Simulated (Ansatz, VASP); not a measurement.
# Cross-check of Cr3GaN between VASP and Ansatz, part 2 of 3

One calculation is typed for both programs; each brings its own data sets. How far apart do they land? The cell is taken from a series of runs on this material, whose earlier steps may have relaxed, scaled, displaced or heated it; both programs get it as it stands.

VASP 6.6.1 and Ansatz 0.2.0.

So far: The starting structure; VASP: zone-centre phonons, PBEsol.

### 2. VASP: zone-centre phonons, PBEsol (continued)

Level of this step: PBEsol, no spin polarisation; plane waves and PAW (Cr_pv, Ga_d, N) (VASP).

Parts of OUTCAR (step 2):

```text
ion  position               nearest neighbor table
   1  0.500  0.000  0.500-   5 1.89   5 1.89   4 2.67   2 2.67   3 2.67   4 2.67   2 2.67   3 2.67
                             3 2.67   3 2.67   2 2.67   4 2.67   4 2.67   2 2.67
   2  0.000  0.500  0.500-   5 1.89   5 1.89   4 2.67   1 2.67   3 2.67   4 2.67   1 2.67   4 2.67
                             4 2.67   1 2.67   3 2.67   3 2.67   3 2.67   1 2.67
   3  0.500  0.500  0.000-   5 1.89   5 1.89   4 2.67   1 2.67   1 2.67   2 2.67   2 2.67   1 2.67
                             4 2.67   1 2.67   2 2.67   4 2.67   2 2.67   4 2.67
   4  0.000  0.000  0.000-   1 2.67   2 2.67   3 2.67   1 2.67   2 2.67   2 2.67   3 2.67   2 2.67
                             1 2.67   3 2.67   1 2.67   3 2.67
   5  0.500  0.500  0.500-   1 1.89   2 1.89   3 1.89   3 1.89   1 1.89   2 1.89

  LATTYP: Found a simple cubic cell.
 ALAT       =     3.7759371135

 Subroutine GETGRP returns: Found 48 space group operations
 (whereof 48 operations were pure point group operations)

The static configuration has the point symmetry O_h .

 Found     84 irreducible k-points:

   k-points           NKPTS =     84   k-points in BZ     NKDIM =     84   number of bands    NBANDS=     33

   dimension x,y,z NGX =    30 NGY =   30 NGZ =   30
   dimension x,y,z NGXF=    60 NGYF=   60 NGZF=   60

   ENCUT  =  600.0 eV  44.10 Ry    6.64 a.u.   7.54  7.54  7.54*2*pi/ulx,y,z

   NELECT =      54.0000    total number of electrons

 k-points in reciprocal lattice and weights: Automatic mesh
   0.00000000  0.00000000  0.00000000       0.001
   0.08333333  0.00000000  0.00000000       0.003
   0.16666667  0.00000000  0.00000000       0.003
   0.25000000  0.00000000  0.00000000       0.003
   0.33333333  0.00000000  0.00000000       0.003
   0.41666667  0.00000000  0.00000000       0.003
   0.50000000  0.00000000  0.00000000       0.002
   0.08333333  0.08333333  0.00000000       0.007
   0.16666667  0.08333333  0.00000000       0.014
[...]
0.33333333  0.33333333  0.25000000       0.014
[...]
POSITION                                       TOTAL-FORCE (eV/Angst)
 -----------------------------------------------------------------------------------
      1.88797      0.00000      1.88797         0.000000      0.000000      0.000000
      0.00000      1.88797      1.88797         0.000000      0.000000      0.000000
      1.88797      1.88797      0.00000         0.000000      0.000000      0.000000
      0.00000      0.00000      0.00000         0.000000      0.000000      0.000000
      1.88797      1.88797      1.88797         0.000000      0.000000      0.000000
 -----------------------------------------------------------------------------------
    total drift:                                0.000000      0.000000     -0.000000

 Eigenvectors and eigenvalues of the dynamical matrix
 ----------------------------------------------------

   1 f  =   20.556896 THz   129.162787 2PiTHz  685.704242 cm-1    85.016453 meV
             X         Y         Z           dx          dy          dz
      1.887969  0.000000  1.887969     0.017345    0.005615    0.000000
      0.000000  1.887969  1.887969    -0.470437   -0.000207   -0.000000
      1.887969  1.887969  0.000000     0.017345   -0.000207    0.000000
      0.000000  0.000000  0.000000    -0.018673    0.000223   -0.000000
      1.887969  1.887969  1.887969     0.881814   -0.010525   -0.000000

   2 f  =   20.556896 THz   129.162787 2PiTHz  685.704242 cm-1    85.016453 meV
             X         Y         Z           dx          dy          dz
      1.887969  0.000000  1.887969     0.000000   -0.000000    0.017347
      0.000000  1.887969  1.887969    -0.000000    0.000000    0.017347
      1.887969  1.887969  0.000000     0.000000    0.000000   -0.470470
      0.000000  0.000000  0.000000    -0.000000   -0.000000   -0.018675
      1.887969  1.887969  1.887969     0.000000    0.000000    0.881877

   3 f  =   20.556896 THz   129.162787 2PiTHz  685.704242 cm-1    85.016453 meV
             X         Y         Z           dx          dy          dz
      1.887969  0.000000  1.887969    -0.000207    0.470437    0.000000
      0.000000  1.887969  1.887969     0.005615   -0.017345    0.000000
      1.887969  1.887969  0.000000    -0.000207   -0.017345    0.000000
      0.000000  0.000000  0.000000     0.000223    0.018673   -0.000000
      1.887969  1.887969  1.887969    -0.010525   -0.881814    0.000000

   4 f  =    6.513464 THz    40.925302 2PiTHz  217.265776 cm-1    26.937511 meV
             X         Y         Z           dx          dy          dz
      1.887969  0.000000  1.887969    -0.000020   -0.000000   -0.428085
      0.000000  1.887969  1.887969    -0.000003   -0.000002   -0.428085
      1.887969  1.887969  0.000000    -0.000020   -0.000002   -0.059646
      0.000000  0.000000  0.000000     0.000038    0.000004    0.793678
      1.887969  1.887969  1.887969     0.000000    0.000000    0.001828

   5 f  =    6.513464 THz    40.925302 2PiTHz  217.265776 cm-1    26.937511 meV
             X         Y         Z           dx          dy          dz
      1.887969  0.000000  1.887969     0.024877   -0.059545    0.000001
      0.000000  1.887969  1.887969     0.003466   -0.427362    0.000001
      1.887969  1.887969  0.000000     0.024877   -0.427362    0.000000
      0.000000  0.000000  0.000000    -0.046122    0.792337   -0.000002
      1.887969  1.887969  1.887969    -0.000106    0.001825   -0.000000

   6 f  =    6.513464 THz    40.925302 2PiTHz  217.265776 cm-1    26.937511 meV
             X         Y         Z           dx          dy          dz
      1.887969  0.000000  1.887969     0.427362    0.003466   -0.000020
      0.000000  1.887969  1.887969     0.059545    0.024877   -0.000020
      1.887969  1.887969  0.000000     0.427362    0.024877   -0.000003
      0.000000  0.000000  0.000000    -0.792337   -0.046122    0.000038
      1.887969  1.887969  1.887969    -0.001825   -0.000106    0.000000

   7 f  =    4.360282 THz    27.396460 2PiTHz  145.443352 cm-1    18.032669 meV
             X         Y         Z           dx          dy          dz
      1.887969  0.000000  1.887969     0.160754   -0.476377   -0.181465
      0.000000  1.887969  1.887969    -0.380975    0.201010   -0.181465
      1.887969  1.887969  0.000000     0.160754    0.201010    0.430059
      0.000000  0.000000  0.000000     0.145257    0.181631   -0.163971
      1.887969  1.887969  1.887969    -0.206494   -0.258203    0.233098

   8 f  =    4.360282 THz    27.396460 2PiTHz  145.443352 cm-1    18.032669 meV
             X         Y         Z           dx          dy          dz
      1.887969  0.000000  1.887969     0.266655    0.365661    0.065311
      0.000000  1.887969  1.887969    -0.631951   -0.154293    0.065311
      1.887969  1.887969  0.000000     0.266655   -0.154293   -0.154781
      0.000000  0.000000  0.000000     0.240948   -0.139418    0.059014
      1.887969  1.887969  1.887969    -0.342526    0.198193   -0.083894

   9 f  =    4.360282 THz    27.396460 2PiTHz  145.443352 cm-1    18.032669 meV
             X         Y         Z           dx          dy          dz
      1.887969  0.000000  1.887969    -0.047220    0.443153   -0.248961
      0.000000  1.887969  1.887969     0.111908   -0.186991   -0.248961
      1.887969  1.887969  0.000000    -0.047220   -0.186991    0.590017
      0.000000  0.000000  0.000000    -0.042668   -0.168963   -0.224959
      1.887969  1.887969  1.887969     0.060656    0.240195    0.319797

  10 f  =    3.071262 THz    19.297308 2PiTHz  102.446272 cm-1    12.701713 meV
             X         Y         Z           dx          dy          dz
      1.887969  0.000000  1.887969    -0.541964    0.000000    0.073365
      0.000000  1.887969  1.887969    -0.000000   -0.448211   -0.073365
      1.887969  1.887969  0.000000     0.541964    0.448211    0.000000
      0.000000  0.000000  0.000000     0.000000    0.000000    0.000000
      1.887969  1.887969  1.887969    -0.000000    0.000000    0.000000

  11 f  =    3.071262 THz    19.297308 2PiTHz  102.446272 cm-1    12.701713 meV
             X         Y         Z           dx          dy          dz
      1.887969  0.000000  1.887969    -0.443645    0.000000    0.063881
      0.000000  1.887969  1.887969    -0.000000    0.546899   -0.063881
      1.887969  1.887969  0.000000     0.443645   -0.546899    0.000000
      0.000000  0.000000  0.000000     0.000000   -0.000000   -0.000000
      1.887969  1.887969  1.887969    -0.000000    0.000000    0.000000

  12 f  =    3.071262 THz    19.297308 2PiTHz  102.446272 cm-1    12.701713 meV
             X         Y         Z           dx          dy          dz
      1.887969  0.000000  1.887969    -0.097235    0.000000   -0.700383
      0.000000  1.887969  1.887969    -0.000000    0.002932    0.700383
      1.887969  1.887969  0.000000     0.097235   -0.002932   -0.000000
      0.000000  0.000000  0.000000    -0.000000   -0.000000    0.000000
      1.887969  1.887969  1.887969    -0.000000    0.000000   -0.000000

  13 f/i=    0.014365 THz     0.090261 2PiTHz    0.479179 cm-1     0.059411 meV
             X         Y         Z           dx          dy          dz
      1.887969  0.000000  1.887969     0.346919    0.311877   -0.002205
      0.000000  1.887969  1.887969     0.347563    0.311300   -0.002205
      1.887969  1.887969  0.000000     0.346919    0.311300   -0.002209
      0.000000  0.000000  0.000000     0.399940    0.358876   -0.002542
      1.887969  1.887969  1.887969     0.180241    0.161735   -0.001146

  14 f/i=    0.014365 THz     0.090261 2PiTHz    0.479179 cm-1     0.059411 meV
             X         Y         Z           dx          dy          dz
      1.887969  0.000000  1.887969    -0.039156    0.046997    0.462095
      0.000000  1.887969  1.887969    -0.039229    0.046910    0.462095
      1.887969  1.887969  0.000000    -0.039156    0.046910    0.462951
      0.000000  0.000000  0.000000    -0.045141    0.054080    0.532718
      1.887969  1.887969  1.887969    -0.020344    0.024372    0.240081

  15 f/i=    0.014365 THz     0.090261 2PiTHz    0.479179 cm-1     0.059411 meV
             X         Y         Z           dx          dy          dz
      1.887969  0.000000  1.887969     0.308835   -0.344377    0.061065
      0.000000  1.887969  1.887969     0.309408   -0.343740    0.061065
      1.887969  1.887969  0.000000     0.308835   -0.343740    0.061178
      0.000000  0.000000  0.000000     0.356035   -0.396275    0.070398
      1.887969  1.887969  1.887969     0.160455   -0.178590    0.031726

 ELASTIC MODULI CONTR FROM IONIC RELAXATION (kBar)
 Direction    XX          YY          ZZ          XY          YZ          ZX
 --------------------------------------------------------------------------------
 XX           0.0000      0.0000      0.0000      0.0000      0.0000      0.0000
 YY           0.0000      0.0000      0.0000      0.0000      0.0000      0.0000
 ZZ           0.0000      0.0000      0.0000      0.0000      0.0000      0.0000
 XY           0.0000      0.0000      0.0000      0.0000      0.0000      0.0000
 YZ           0.0000      0.0000      0.0000      0.0000      0.0000      0.0000
 ZX           0.0000      0.0000      0.0000      0.0000      0.0000      0.0000
 --------------------------------------------------------------------------------
```

This run has no spin polarisation, so a moment on Cr, if there is one, isn't seen.

(Continued in part 3 of 3.)

[Lines on the potential files, build, host, timing and source positions are cut from VASP's logs without a mark.]

[Logs are printed without paths, hosts, clocks, repeated set-up lines and the standing remarks that a program may print on its own settings, such as how far it seeks lower states.]

[Hosts, paths, dates, database ids (printed as entryN), source tags and the programs' standing remarks are cut or masked in the printed files.]
